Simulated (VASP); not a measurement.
Given:

```xyz
1
Lattice="0.0000 2.7555 2.7555 2.7555 0.0000 2.7555 2.7555 2.7555 0.0000" Properties=species:S:1:pos:R:3 pbc="T T T"
Ca     0.0000     0.0000     0.0000
```

All values below come from PBE GGA with D4 dispersion, VASP's PBE PAW potentials (set 64) (plane waves; VASP 6.6.1). Numerical set-up: 520 eV cut-off, 13×13×13 Γ-centred mesh, tetrahedra with Blöchl corrections, potentials Ca_sv.

Task: Predict the energy per atom (σ→0), band gap (on the k-mesh) with the smallest direct gap where there is one.

Result: 
```
Quantity                                                    Result
------------------------  ----------------------------------------
band gap (on the k-mesh)  none (metal, semimetal or under 0.01 eV)
energy per atom (σ→0)                               -2.105 eV/atom
```

Only differences to runs with the same potentials and settings are physical.

The compound is Ca in the fcc structure. It was relaxed first.
